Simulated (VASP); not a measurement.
SiMo3:

```
Si Mo
1.0
     4.88900    0.00000    0.00000
     0.00000    4.88900    0.00000
     0.00000    0.00000    4.88900
Si Mo
2 6
Direct
  0.00000 0.00000 0.00000
  0.50000 0.50000 0.50000
  0.25000 0.00000 0.50000
  0.50000 0.75000 0.00000
  0.75000 0.00000 0.50000
  0.50000 0.25000 0.00000
  0.00000 0.50000 0.75000
  0.00000 0.50000 0.25000
```

```yaml
Program: VASP 6.6.1
Task: relaxation of cell and atoms
Functional: PBEsol
Potentials_or_basis: VASP PAW PBE potentials, release 64 (Si, Mo_sv)
Cutoff: 600 eV
k_mesh: 8 × 8 × 8
Occupations: methfessel-paxton, width 0.1 eV
Spin: no spin polarisation
```

At the start: pressure -3.9 GPa; volume 14.61 Å³/atom.

How do energy, volume and symmetry change on relaxing?

Over 3 steps the energy falls by 2.7 meV/atom and the volume is 14.39 Å³/atom (-1.5 %); space group Pm-3n (No. 223, to 0.05 Å).

The path:
```csv
step,energy change (eV),largest force (eV/Å),pressure (GPa),volume (Å³)
1,0.0000,0.0000,-3.90,116.86
2,0.1145,0.0000,10.77,110.95
3,-0.0214,0.0000,-0.07,115.15
```

Final structure:
```
Si Mo
1.0
     4.86505    0.00000    0.00000
     0.00000    4.86505    0.00000
     0.00000    0.00000    4.86505
Si Mo
2 6
Direct
  0.00000 0.00000 0.00000
  0.50000 0.50000 0.50000
  0.25000 0.00000 0.50000
  0.50000 0.75000 0.00000
  0.75000 0.00000 0.50000
  0.50000 0.25000 0.00000
  0.00000 0.50000 0.75000
  0.00000 0.50000 0.25000
```

Caveat: the PAW data sets were made with another functional, which shifts forces and pressure a little.
